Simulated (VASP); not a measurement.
Calculation: PBEsol GGA, VASP's PBE PAW potentials (set 64) (plane waves; VASP).

VASP ran on this input.

**INCAR**
```
SYSTEM = SiC
PREC = Accurate
ENCUT = 620
EDIFF = 1E-6
NELM = 100
ALGO = Normal
LREAL = .FALSE.
LASPH = .TRUE.
ISMEAR = 0
SIGMA = 0.05
GGA = PS
LWAVE = .FALSE.
LCHARG = .FALSE.
IBRION = 2
ISIF = 3
NSW = 40
EDIFFG = -0.02
```

File POSCAR:
```
SiC
1
    1.5385284524    -2.6648092055     0.0000000000
    1.5385284524     2.6648092055     0.0000000000
    0.0000000000     0.0000000000     5.0519806083
Si C
2 2
Direct
  0.6666670000   0.3333330000   0.4996384767
  0.3333330000   0.6666670000   0.9996384767
  0.6666670000   0.3333330000   0.8753615233
  0.3333330000   0.6666670000   0.3753615233
```

**KPOINTS**
```
Automatic mesh
0
Gamma
8 8 5
0 0 0
```

POTCAR, in this order: Si C (PBE.64 set). Program: vasp_std.

The resulting files:

File OUTCAR:
```
 ion  position               nearest neighbor table
   1  0.667  0.333  0.500-   4 1.88   4 1.88   4 1.88   3 1.90   2 3.09   2 3.09   2 3.09   2 3.09
                             2 3.09   2 3.09
   2  0.333  0.667  1.000-   3 1.88   3 1.88   3 1.88   4 1.90   1 3.09   1 3.09   1 3.09   1 3.09
                             1 3.09   1 3.09
   3  0.667  0.333  0.875-   2 1.88   2 1.88   2 1.88   1 1.90
   4  0.333  0.667  0.375-   1 1.88   1 1.88   1 1.88   2 1.90
  LATTYP: Found a hexagonal cell.
 ALAT       =     3.0770566944
 C/A-ratio  =     1.6418224004
 Subroutine PRICEL returns:
 Original cell was already a primitive cell.
 Subroutine GETGRP returns: Found 12 space group operations
The static configuration has the point symmetry C_3v.
 The point group associated with its full space group is C_6v.
The dynamic configuration has the point symmetry C_3v.
 Subroutine INISYM returns: Found 12 space group operations
 Subroutine IBZKPT returns following result:
 Found     30 irreducible k-points:

 Following reciprocal coordinates:
            Coordinates               Weight
  0.000000  0.000000  0.000000      1.000000
  0.125000 -0.000000  0.000000      6.000000
  0.250000 -0.000000  0.000000      6.000000
  0.375000 -0.000000  0.000000      6.000000
  0.500000 -0.000000  0.000000      3.000000
  0.125000  0.125000  0.000000      6.000000
  0.250000  0.125000  0.000000     12.000000
  0.375000  0.125000  0.000000     12.000000
  0.250000  0.250000  0.000000      6.000000
  0.375000  0.250000  0.000000      6.000000
  0.000000  0.000000  0.200000      2.000000
  0.125000 -0.000000  0.200000     12.000000
  0.250000 -0.000000  0.200000     12.000000
  0.375000 -0.000000  0.200000     12.000000
  0.500000 -0.000000  0.200000      6.000000
  0.125000  0.125000  0.200000     12.000000
  0.250000  0.125000  0.200000     24.000000
  0.375000  0.125000  0.200000     24.000000
...
```

**OSZICAR**
```
       N       E                     dE             d eps       ncg     rms          rms(c)
DAV:   1     0.407314981837E+02    0.40731E+02   -0.83301E+03   720   0.138E+03
DAV:   2    -0.321246038496E+02   -0.72856E+02   -0.67551E+02  1052   0.202E+02
DAV:   3    -0.353880727039E+02   -0.32635E+01   -0.32498E+01   952   0.431E+01
DAV:   4    -0.354247795663E+02   -0.36707E-01   -0.36679E-01   904   0.536E+00
DAV:   5    -0.354253875055E+02   -0.60794E-03   -0.60786E-03   944   0.671E-01    0.123E+01
DAV:   6    -0.319794848313E+02    0.34459E+01   -0.99087E+00   888   0.200E+01    0.561E+00
DAV:   7    -0.318538210577E+02    0.12566E+00   -0.88251E-01   920   0.623E+00    0.238E+00
DAV:   8    -0.318263153193E+02    0.27506E-01   -0.50396E-02   856   0.164E+00    0.505E-01
DAV:   9    -0.318241490140E+02    0.21663E-02   -0.60059E-03   896   0.568E-01    0.128E-01
DAV:  10    -0.318242575429E+02   -0.10853E-03   -0.43818E-04   868   0.157E-01    0.512E-02
DAV:  11    -0.318242570811E+02    0.46177E-06   -0.43091E-05   888   0.543E-02    0.108E-02
DAV:  12    -0.318242574454E+02   -0.36433E-06   -0.20281E-06   716   0.111E-02
   1 F= -.31824257E+02 E0= -.31824257E+02  d E =-.318243E+02
```

File OUTCAR:
```
------------------------ aborting loop because EDIFF is reached ----------------------------------------
  FORCE on cell =-STRESS in cart. coord.  units (eV):
  Direction    XX          YY          ZZ          XY          YZ          ZX
  --------------------------------------------------------------------------------------
  Total       -0.0189281     -0.0189281     -0.0772462     -0.0000000      0.0000000      0.0000000
  in kB       -0.7320718     -0.7320717     -2.9876132     -0.0000000      0.0000000      0.0000000
  external PRESSURE =      -1.4839189 kB  Pullay stress =       0.0000000 kB
  volume of cell :       41.43
      direct lattice vectors                 reciprocal lattice vectors
     1.538528452 -2.664809206  0.000000000     0.324985865 -0.187630694  0.000000000
     1.538528452  2.664809206  0.000000000     0.324985865  0.187630694  0.000000000
     0.000000000  0.000000000  5.051980608     0.000000000  0.000000000  0.197942169
  FREE ENERGIE OF THE ION-ELECTRON SYSTEM (eV)
  ---------------------------------------------------
  free  energy   TOTEN  =       -31.8242574454 eV

  energy  without entropy=      -31.8242574454  energy(sigma->0) =      -31.82425745

 reached required accuracy - stopping structural energy minimisation
```
(Selected blocks of OUTCAR.)

OUTCAR:
```
 val. band max:        8.1933565000   @ k =   0.0000   0.0000   0.0000

 cond. band min:      10.5634014695   @ k =   0.3750   0.2500   0.0000


 Fermi energy:         8.4720243128

 k-point     1 :       0.0000    0.0000    0.0000
  band No.  band energies     occupation
      1      -7.3864      2.00000
      2      -3.7910      2.00000
      3      -0.5651      2.00000
      4       6.8735      2.00000
      5       6.8736      2.00000
      6       8.0742      2.00000
      7       8.1933      2.00000
      8       8.1934      2.00000
      9      12.9266      0.00000
     10      14.3204      0.00000
     11      14.7808      0.00000
     12      14.7808      0.00000

 k-point     2 :       0.1250   -0.0000    0.0000
  band No.  band energies     occupation
      1      -7.1150      2.00000
      2      -3.5601      2.00000
      3      -0.3149      2.00000
      4       5.4817      2.00000
      5       6.4358      2.00000
      6       7.2268      2.00000
      7       7.8827      2.00000
      8       8.0356      2.00000
      9      13.3157      0.00000
     10      14.5028      0.00000
     11      15.0098      0.00000
     12      15.2993      0.00000

 k-point     3 :       0.2500   -0.0000    0.0000
  band No.  band energies     occupation
      1      -6.3182      2.00000
      2      -2.9226      2.00000
      3       0.3728      2.00000
      4       3.0444      2.00000
      5       5.2261      2.00000
      6       5.6561      2.00000
      7       7.1619      2.00000
      8       7.5865      2.00000
      9      12.1321      0.00000
     10      13.9208      0.00000
     11      15.3743      0.00000
     12      15.7683      0.00000

 k-point     4 :       0.3750   -0.0000    0.0000
  band No.  band energies     occupation
      1      -5.0809      2.00000
      2      -2.2637      2.00000
      3       0.5367      2.00000
      4       1.9604      2.00000
      5       3.1583      2.00000
      6       5.0654      2.00000
...
```

The compound is SiC in the wurtzite structure, the rare 2H polytype. It was relaxed first.
